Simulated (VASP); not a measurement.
ZnH:

```xyz
2
Lattice="0.0000 2.2159 2.2159 2.2159 0.0000 2.2159 2.2159 2.2159 0.0000" Properties=species:S:1:pos:R:3 pbc="T T T"
Zn    0.0000    0.0000    0.0000
H     1.1080    1.1080    1.1080
```

The cell was built by a generator and needn't be a form met in nature.

Base run:

- Program: VASP 6.6.1
- Functional: PBE
- Potentials or basis: VASP PAW PBE potentials, release 64 (Zn, H)
- Cutoff: 520 eV
- k mesh: 10 × 10 × 10
- Occupations: fermi-dirac, width 0.05 eV
- Spin: no spin polarisation

Its results: pressure 0.3 GPa.

Problem. After a change of settings the same cell gave: pressure -2.6 GPa. Which change was it?
A. functional from PBE to r2SCAN
B. functional from PBE to RPBE
C. functional from PBE to LDA; potentials or basis from VASP PAW PBE potentials, release 64 (Zn, H) to VASP PAW LDA potentials, release 64 (Zn, H)
D. functional from PBE to BLYP

Solution. A.

Caveats: the PAW data sets were made with another functional, which shifts forces and pressure a little (some runs).

Not every run made on this cell is shown here.
